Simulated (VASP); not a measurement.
```
CuZn
1.0
    2.95000     0.00000     0.00000
    0.00000     2.95000     0.00000
    0.00000     0.00000     2.95000
Zn Cu
1 1
Cartesian
  1.47500   1.47500   1.47500
  0.00000   0.00000   0.00000
```

Calculation: PBE GGA, VASP's PBE PAW potentials (set 64) (plane waves; VASP). Run with 300 eV cut-off, 15×15×15 Γ-centred mesh, Gaussian smearing of 0.27 eV, potentials Zn Cu.

Give the energies of bands 4 to 14 at the high-symmetry points, in eV from the Fermi level.

```tsv
band	Γ	X	M	R
4	-7.14	-7.30	-7.40	-6.84
5	-7.14	-7.06	-6.86	-6.84
6	-7.14	-6.11	-4.66	-4.29
7	-3.58	-5.16	-3.38	-4.29
8	-3.58	-3.69	-2.89	-4.29
9	-2.74	-3.29	-2.89	-2.49
10	-2.74	-3.29	-2.51	-2.49
11	-2.74	-2.81	-1.89	3.80
12	6.19	-2.02	-1.89	4.32
13	6.19	11.65	1.71	4.32
14	6.19	11.65	2.07	4.32
```

It has no gap at this level: it comes out as a metal or semimetal.

The structure is a typed CuZn crystal (Pm-3m). The cell was not relaxed at this level. The electron count is odd and the run is not spin-polarised, which forces a metal.
